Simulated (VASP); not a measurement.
Data:

```yaml
crystal:
  lattice:
    - [0.00000, 3.55980, 3.55980]
    - [3.55980, 0.00000, 3.55980]
    - [3.55980, 3.55980, 0.00000]
  atoms:
    - { symbol: Sr, position: [0.00000, 0.00000, 0.00000] }
    - { symbol: Cl, position: [0.25000, 0.25000, 0.25000] }
    - { symbol: Cl, position: [0.75000, 0.75000, 0.75000] }
```

These are PBE GGA, VASP's PBE PAW potentials (set 64) (plane waves; VASP) values and carry that method's errors. Run with 400 eV cut-off, KSPACING 0.5 per Å, Gaussian smearing of 0.050 eV, potentials Sr_sv Cl.

Question: Give the stress tensor in GPa (positive for a compressed cell).

Answer: 
```
-1.00   0.00   0.00
 0.00  -1.00   0.00
 0.00   0.00  -1.00
```
The pressure is its mean diagonal, -1.00 GPa.

The compound is SrCl2 in the fluorite structure. The cell was not relaxed at this level. The run is one of a series of settings (KGAMMA = .TRUE., KSPACING = 0.5, KPOINTS file removed against the base run), some of them coarse on purpose.
